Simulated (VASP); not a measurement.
**Si2Mo: relaxation of cell and atoms with PBE**

The system is Si2Mo.

```
CELL_PARAMETERS angstrom
-1.60000 1.60000 3.93050
1.60000 -1.60000 3.93050
1.60000 1.60000 -3.93050
ATOMIC_POSITIONS crystal
Si 0.33300 0.33300 0.00000
Si 0.66700 0.66700 0.00000
Mo 0.00000 0.00000 0.00000
```

```json
{
 "Program": "VASP 6.6.1",
 "Task": "relaxation of cell and atoms",
 "Functional": "PBE",
 "Potentials or basis": "VASP PAW PBE potentials, release 64 (Si, Mo_sv)",
 "Cutoff": "600 eV",
 "k mesh": "16 × 16 × 16",
 "Occupations": "methfessel-paxton, width 0.1 eV",
 "Spin": "no spin polarisation",
 "Further INCAR settings": "ALGO = Normal; EDIFF = 1e-06; IBRION = 2; EDIFFG = -0.01; NSW = 90; ISIF = 3"
}
```

| Quantity | Value |
| --- | --- |
| Relaxed volume | 13.59 Å³/atom |
| Relaxed cell | a = 4.548 Å, b = 4.548 Å, c = 4.548 Å, α = 138.57°, β = 138.57°, γ = 60.03° |
| Space group after relaxing (to 0.05 Å) | I4/mmm (No. 139) |
| Energy gained by relaxing | 2.9 meV/atom |
| Ionic steps | 6 |
| Pressure after relaxing | 0.0 GPa |
| Largest force after relaxing | 0.004 eV/Å |
| Band gap on the k mesh | none (metal or under the smearing width) |

Forces in eV/Å, atoms in the order of the input:
```
Si   0.000  0.000 -0.004
Si   0.000  0.000  0.004
Mo   0.000  0.000  0.000
```

Stress tensor (GPa, compression positive):
```
 0.04  0.00  0.00
 0.00  0.04  0.00
 0.00  0.00 -0.07
```

Step by step:
| step | energy change (eV) | largest force (eV/Å) | pressure (GPa) | volume (Å³) |
| --- | --- | --- | --- | --- |
| 1 | 0.0000 | 0.2738 | 2.37 | 40.25 |
| 2 | -0.0016 | 0.0945 | -3.22 | 41.41 |
| 3 | -0.0066 | 0.1757 | -0.70 | 40.86 |
| 4 | -0.0085 | 0.0104 | 0.12 | 40.75 |
| 5 | -0.0086 | 0.0146 | 0.01 | 40.76 |
| 6 | -0.0086 | 0.0038 | 0.00 | 40.76 |

Final structure:
```
Si Mo
1.0
    -1.60864    1.60864    3.93776
     1.60864   -1.60864    3.93776
     1.60864    1.60864   -3.93776
Si Mo
2 1
Cartesian
  0.0000 0.0000 2.6393
  0.0000 0.0000 5.2362
  1.6086 1.6086 3.9378
```

Levels at points of the mesh, in eV from the Fermi level:
```tsv
k point	band 7	band 8	band 9	band 10	band 11	band 12	band 13	band 14	band 15
(0.00, 0.00, 0.00)	-3.41	-2.97	-2.57	-2.57	0.37	3.08	3.26	3.48	3.48
(0.50, 0.00, 0.00)	-4.88	-4.44	-2.53	-2.51	-0.48	2.23	3.09	3.98	4.18
(0.50, 0.50, 0.00)	-5.57	-5.19	-4.37	-2.98	-1.20	2.27	2.68	3.11	3.32
(0.50, 0.50, 0.50)	-3.44	-2.13	-0.55	-0.55	-0.47	-0.47	0.50	4.70	4.99
```

Wall time 6.4 min on 1 thread of Intel(R) Xeon(R) 6975P-C (Granite Rapids), with other jobs on the host, peak memory 0.41 GiB.

PBE usually gives volumes a little too large and moduli too small. Zero-point motion and thermal expansion aren't in these numbers.
